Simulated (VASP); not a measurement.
Runs of VASP 6.6.1 on GaAs. Symmetry: F-43m, No. 216, cubic system. The conventional cell has a = 5.650 Å, b = 5.650 Å, c = 5.650 Å, α = 90.00°, β = 90.00°, γ = 90.00°. Ga (site symmetry -43m) is surrounded by 4 As at 2.45 Å. Around As (site symmetry -43m) lie 4 Ga at 2.45 Å. The cell was built by a generator and needn't be a form met in nature.

```tsv
task	level	spin	cell	k mesh	cutoff (eV)	grid for exact exchange (PRECFOCK)	screening parameter	gap on the mesh (eV)	pressure (GPa)	moment (μB)
electrostatic potential	PBE	off	F-43m, 22.55 Å³/atom	10 × 10 × 10	520	-	-	0.53	3.6	-
band structure	PBE	off	F-43m, 22.55 Å³/atom	10 × 10 × 10	520	-	-	0.53	3.6	-
band structure	r2SCAN+rVV10	off	F-43m, 22.55 Å³/atom	10 × 10 × 10	520	-	-	1.00	0.0	-
electrostatic potential	PBE	non-collinear, zero start, SOC	F-43m, 22.55 Å³/atom	10 × 10 × 10	520	-	-	-	3.6	0.00
band structure	PBE	non-collinear, zero start, SOC	F-43m, 22.55 Å³/atom	10 × 10 × 10	520	-	-	-	3.6	0.00
electrostatic potential	HSE06	off	F-43m, 22.55 Å³/atom	6 × 6 × 6	520	Fast	0.2 1/A	(a)	1.1	-
electrostatic potential	r2SCAN+rVV10	off	F-43m, 22.55 Å³/atom	10 × 10 × 10	520	-	-	1.00	0.0	-
relaxation of cell and atoms	r2SCAN+rVV10	off	relaxed	10 × 10 × 10	600	-	-	1.00	0.0	-
```

Alike in all rows: potentials or basis VASP PAW PBE potentials, release 64 (Ga_d, As); smearing gaussian 0.02 eV.

Q: Estimate the missing entries.

A: (a) 1.45.

Caveats: the PAW data sets were made with another functional, which shifts forces and pressure a little (some runs).

A k mesh can miss the band edges, and rows without SOC leave out spin-orbit coupling on As, Ga.
